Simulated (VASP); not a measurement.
# CsTa (Pm-3m) in VASP: density of states with r2SCAN

Aim: the density of states of CsTa with r2SCAN.

Everything below comes from runs of VASP 6.6.1. Logs are shortened: lines on timing, memory, paths and dates and some standing lists are left out, and cuts for length are marked.

## (1) The structure

It takes space group Pm-3m (No. 221, cubic). The conventional cell has a = 4.039 Å, b = 4.039 Å, c = 4.039 Å, α = 90.00°, β = 90.00°, γ = 90.00°. Cs (site symmetry m-3m) is surrounded by 8 Ta at 3.50 Å. Ta (site symmetry m-3m) has 8 Cs at 3.50 Å as nearest neighbours.

The cell was built by a generator and needn't be a form met in nature.

## (2) Density of states, r2SCAN

INCAR reads:

```
  PREC = Accurate
  ENCUT = 520
  EDIFF = 1E-7
  ISMEAR = -5
  SIGMA = 0.1
  LREAL = False
  LASPH = True
  NELM = 60
  ALGO = Normal
  ISIF = 2
  LWAVE = False
  LCHARG = False
  LMAXMIX = 4
  METAGGA = R2SCAN
  LMIXTAU = True
  LORBIT = 11
  NEDOS = 2001
```

KPOINTS reads:

```
Automatic mesh
0
Gamma
  8 8 8
```

POSCAR reads:

```
CsTa
1.0
    4.0393460000      0.0000000000      0.0000000000
    0.0000000000      4.0393460000      0.0000000000
    0.0000000000      0.0000000000      4.0393460000
Cs Ta
1 1
Direct
    0.0000000000      0.0000000000      0.0000000000
    0.5000000000      0.5000000000      0.5000000000
```

Potentials or basis: VASP PAW PBE potentials, release 64 (Cs_sv, Ta_pv).

Started as:

```console
> cat potpaw_PBE.64/Cs_sv/POTCAR potpaw_PBE.64/Ta_pv/POTCAR > POTCAR
> mpirun -np 1 vasp_std > vasp.out
```

OUTCAR:

```text
PREC = Accurate
   ENCUT = 520
   EDIFF = 1E-7
   ISMEAR = -5
   LREAL = False
   LASPH = True
   NELM = 60
   ISIF = 2
   METAGGA = R2SCAN
   LORBIT = 11

 ion  position               nearest neighbor table
   1  0.000  0.000  0.000-
   2  0.500  0.500  0.500-

  LATTYP: Found a simple cubic cell.
 ALAT       =     4.0393460000

  Lattice vectors:

 A1 = (   4.0393460000,   0.0000000000,   0.0000000000)
 A2 = (   0.0000000000,   4.0393460000,   0.0000000000)
 A3 = (   0.0000000000,   0.0000000000,   4.0393460000)

Analysis of symmetry for initial positions (statically):
=====================================================================
 Subroutine PRICEL returns:
 Original cell was already a primitive cell.

 Routine SETGRP: Setting up the symmetry group for a
 simple cubic supercell.

 Subroutine GETGRP returns: Found 48 space group operations
 (whereof 48 operations were pure point group operations)
 out of a pool of 48 trial point group operations.

The static configuration has the point symmetry O_h .

Analysis of symmetry for dynamics (positions and initial velocities):
=====================================================================
 Subroutine PRICEL returns:
 Original cell was already a primitive cell.

 Routine SETGRP: Setting up the symmetry group for a
 simple cubic supercell.

 Subroutine GETGRP returns: Found 48 space group operations
 (whereof 48 operations were pure point group operations)
 out of a pool of 48 trial point group operations.

The dynamic configuration has the point symmetry O_h .

 Subroutine INISYM returns: Found 48 space group operations
 (whereof 48 operations are pure point group operations),
 and found     1 'primitive' translations

----------------------------------------------------------------------------------------

                                     Primitive cell

  volume of cell :      65.9072

  direct lattice vectors                    reciprocal lattice vectors
     4.039346000  0.000000000  0.000000000     0.247564829  0.000000000  0.000000000
     0.000000000  4.039346000  0.000000000     0.000000000  0.247564829  0.000000000
     0.000000000  0.000000000  4.039346000     0.000000000  0.000000000  0.247564829

  length of vectors
     4.039346000  4.039346000  4.039346000     0.247564829  0.247564829  0.247564829

  position of ions in fractional coordinates (direct lattice)
     0.000000000  0.000000000  0.000000000
     0.500000000  0.500000000  0.500000000
[... 96 lines left out ...]
   IALGO  =     38    algorithm
   IMIX   =      4    mixing-type and parameters
     AMIX     =   0.40;   BMIX     =  1.00
     AMIX_MAG =   1.60;   BMIX_MAG =  1.00
  volume/ion in A,a.u.               =      32.95       222.38
  Fermi-wavevector in a.u.,A,eV,Ry     =   1.100121  2.078927 16.466670  1.210266
  Thomas-Fermi vector in A             =   2.236527
   LORBIT       =     11    0 simple, 1 ext, 2 COOP (PROOUT), +10 PAW based schemes
   METAGGA = R2SCAN    functional components
   LHFCALC =     F    Hartree Fock is set to
   AEXX    =    0.0000 exact exchange contribution
   IVDW    =     0    specifies the selected vdW correction
   LEPSILON=     F    determine dielectric tensor
   LRPA    =     F    only Hartree local field effects (RPA)
 non-spin polarized calculation
 Fermi weights with tetrahedron method with Bloechl corrections
  energy-cutoff  :      520.00
  volume of cell :       65.91
 maximum number of plane-waves:      1800
   NGX = 15   NGY = 15   NGZ = 15

 number of electron      20.0000004 magnetization

 Free energy of the ion-electron system (eV)
  ---------------------------------------------------
  ext. energy  EPLUGINS =         0.00000000
  ---------------------------------------------------
  free energy    TOTEN  =       -67.46355847 eV

  energy without entropy =      -67.46355847  energy(sigma->0) =      -67.46355847

 E-fermi :   3.2955     XC(G=0): -10.3443

 val. band max:        3.5478627761   @ k =   0.5000   0.5000   0.5000
 cond. band min:       3.3115870309   @ k =   0.5000   0.3750   0.0000
 fundamental gap:     -0.2362757452
 Fermi energy:         3.2955339949

 k-point     1 :       0.0000    0.0000    0.0000
  band No.  band energies     occupation
      1     -33.3036      2.00000
      2     -33.3036      2.00000
      3     -33.3036      2.00000
      4     -19.5278      2.00000
      5      -5.6431      2.00000
      6      -5.6431      2.00000
      7      -5.6431      2.00000
      8      -0.6021      2.00000
      9       1.5288      2.00000
     10       1.5288      2.00000
     11       4.1350      0.00000
     12       4.1350      0.00000
     13       4.1350      0.00000
     14       8.3450      0.00000
[... 377 lines left out ...]
      1     -33.3224      2.00000
      2     -33.3191      2.00000
      3     -33.3037      2.00000
      4     -19.3095      2.00000
      5      -6.6777      2.00000
      6      -6.4738      2.00000
      7      -5.6089      2.00000
      8       0.8574      2.00000
      9       2.8407      2.00000
     10       3.1841      2.08212
     11       3.3656      0.05080
     12       4.1278      0.00000
     13       4.7837      0.00000
     14       5.8404      0.00000

 [... further k-points ...]

------------------------ aborting loop because EDIFF is reached ----------------------------------------

  FORCE on cell =-STRESS in cart. coord.  units (eV):
  Direction    XX          YY          ZZ          XY          YZ          ZX
  --------------------------------------------------------------------------------------
  -------------------------------------------------------------------------------------
  Total       -1.0779716     -1.0779716     -1.0779716      0.0000000      0.0000000      0.0000000
  in kB      -26.2050351    -26.2050351    -26.2050351      0.0000000      0.0000000      0.0000000
  external PRESSURE =     -26.2050351 kB  Pullay stress =       0.0000000 kB

 VOLUME and BASIS-vectors are now :
 -----------------------------------------------------------------------------
  energy-cutoff  :      520.00
  volume of cell :       65.91
      direct lattice vectors                 reciprocal lattice vectors
     4.039346000  0.000000000  0.000000000     0.247564829  0.000000000  0.000000000
     0.000000000  4.039346000  0.000000000     0.000000000  0.247564829  0.000000000
     0.000000000  0.000000000  4.039346000     0.000000000  0.000000000  0.247564829

 POSITION                                       TOTAL-FORCE (eV/Angst)
 -----------------------------------------------------------------------------------
      0.00000      0.00000      0.00000         0.000000      0.000000      0.000000
      2.01967      2.01967      2.01967         0.000000      0.000000      0.000000
 -----------------------------------------------------------------------------------
    total drift:                                0.000000      0.000000      0.000000

  FREE ENERGIE OF THE ION-ELECTRON SYSTEM (eV)
  ---------------------------------------------------
  free  energy   TOTEN  =       -67.4635584666 eV

  energy  without entropy=      -67.4635584666  energy(sigma->0) =      -67.46355847

 total charge

# of ion       s       p       d       tot
------------------------------------------
    1        1.893   4.541   0.191   6.625
    2        0.429   5.982   2.142   8.553
--------------------------------------------------
tot          2.322  10.523   2.333  15.178
```

Wall time 1.9 min (1 thread of Intel Xeon Platinum 8375C at 2.90GHz (Ice Lake), shared host); peak memory 0.19 GiB.

What came out:

* Free energy: -67.4636 eV
* Pressure: -2.6 GPa
* Band gap on the k mesh: none (metal or under the smearing width)
* Valence electrons inside the program's atomic spheres: Cs 6.62; Ta 8.55

Levels at points of the mesh, in eV from the Fermi level:
| k point | band 7 | band 8 | band 9 | band 10 | band 11 | band 12 | band 13 | band 14 |
| --- | --- | --- | --- | --- | --- | --- | --- | --- |
| (0.00, 0.00, 0.00) | -8.94 | -3.90 | -1.77 | -1.77 | 0.84 | 0.84 | 0.84 | 5.05 |
| (0.50, 0.00, 0.00) | -8.88 | -1.10 | -0.95 | 0.00 | 0.90 | 0.90 | 1.10 | 1.58 |
| (0.50, 0.50, 0.00) | -8.68 | -2.90 | -0.77 | -0.12 | -0.12 | 1.39 | 1.54 | 3.28 |
| (0.50, 0.50, 0.50) | -9.84 | 0.25 | 0.25 | 0.25 | 0.84 | 0.84 | 0.84 | 1.62 |

States per cell in windows of 1 eV (zero at the Fermi level; states under -8 eV left out):
| from (eV) | total | Ta2_d | Ta2_s | Cs1_p | Cs1_d | Ta2_p | Cs1_s |
| --- | --- | --- | --- | --- | --- | --- | --- |
| -8.0 | 0.00 | 0.00 | 0.00 | 0.00 | 0.00 | 0.00 | 0.00 |
| -7.0 | 0.00 | 0.00 | 0.00 | 0.00 | 0.00 | 0.00 | 0.00 |
| -6.0 | 0.00 | 0.00 | 0.00 | 0.00 | 0.00 | 0.00 | 0.00 |
| -5.0 | 0.00 | 0.00 | 0.00 | 0.00 | 0.00 | 0.00 | 0.00 |
| -4.0 | 0.06 | 0.00 | 0.01 | 0.00 | 0.00 | 0.00 | 0.00 |
| -3.0 | 0.77 | 0.08 | 0.15 | 0.05 | 0.02 | 0.00 | 0.01 |
| -2.0 | 1.80 | 0.46 | 0.22 | 0.09 | 0.06 | 0.01 | 0.01 |
| -1.0 | 3.44 | 1.62 | 0.03 | 0.05 | 0.11 | 0.05 | 0.04 |
| 0.0 | 4.93 | 3.10 | 0.07 | 0.16 | 0.09 | 0.02 | 0.01 |
| 1.0 | 1.39 | 0.81 | 0.05 | 0.04 | 0.02 | 0.02 | 0.00 |
| 2.0 | 1.00 | 0.25 | 0.02 | 0.06 | 0.05 | 0.08 | 0.01 |
| 3.0 | 0.55 | 0.12 | 0.02 | 0.02 | 0.04 | 0.04 | 0.01 |
| 4.0 | 0.17 | 0.03 | 0.00 | 0.00 | 0.03 | 0.01 | 0.00 |
| 5.0 | 0.00 | 0.00 | 0.00 | 0.00 | 0.00 | 0.00 | 0.00 |
| 6.0 | 0.00 | 0.00 | 0.00 | 0.00 | 0.00 | 0.00 | 0.00 |

Caveat: the PAW data sets were made with another functional, which shifts forces and pressure a little; tetrahedron occupations give inexact forces and stress in metals.
